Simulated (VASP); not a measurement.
Here is a VASP 6.6.1 calculation.

File INCAR:

```
SYSTEM = MoS2
PREC = Accurate ; ENCUT = 600
EDIFF = 1E-7 ; ISMEAR = 0
SIGMA = 0.03 ; LREAL = .FALSE.
LASPH = .TRUE. ; NELM = 80
ALGO = Normal ; ISIF = 3
LWAVE = .FALSE. ; LCHARG = .FALSE.
GGA = PE ; IVDW = 12
IBRION = 2 ; NSW = 90
EDIFFG = -0.005 ; KPAR = 2
```

Contents of KPOINTS:

```
Automatic mesh
0
G
  12 12 3
  0 0 0
```

File POSCAR:

```
MoS2                                    
1.0
    3.1487811847      0.0000000000     -0.0000000000
   -1.5743905923      2.7269244969      0.0000000000
    0.0000000000      0.0000000000     12.0885171618
  Mo              S             
     2     4
Direct
     0.3333333332999970    0.6666666667000030    0.2500000000000000
     0.6666666667000030    0.3333333332999970    0.7500000000000000
     0.3333333332999970    0.6666666667000030    0.6205253139512723
     0.6666666667000030    0.3333333332999970    0.1205253139512724
     0.3333333332999970    0.6666666667000030    0.8794746860487277
     0.6666666667000030    0.3333333332999970    0.3794746860487276
```

Potentials or basis: VASP PAW PBE potentials, release 64 (Mo_sv, S).

Command:

```sh
$ cat potpaw_PBE.64/Mo_sv/POTCAR potpaw_PBE.64/S/POTCAR > POTCAR
$ mpirun -np 2 vasp_std > vasp.out
```

Task: What does it give for the dispersion energy per atom?

Result: -0.438 eV.

Task: Estimate the band gap on the k mesh.

Result: 0.80 eV, indirect (least direct gap 1.71 eV).

Final structure:
```yaml
crystal:
  lattice:
    - [3.14878, 0.00000, 0.00000]
    - [-1.57439, 2.72692, 0.00000]
    - [0.00000, 0.00000, 12.08852]
  atoms:
    - { symbol: Mo, position: [0.33333, 0.66667, 0.25000] }
    - { symbol: Mo, position: [0.66667, 0.33333, 0.75000] }
    - { symbol: S, position: [0.33333, 0.66667, 0.62053] }
    - { symbol: S, position: [0.66667, 0.33333, 0.12053] }
    - { symbol: S, position: [0.33333, 0.66667, 0.87947] }
    - { symbol: S, position: [0.66667, 0.33333, 0.37947] }
```

Caveat: the relaxation stopped at its first step, so nothing moved; an odd mesh through Γ misses points on the zone boundary, where band edges often lie.
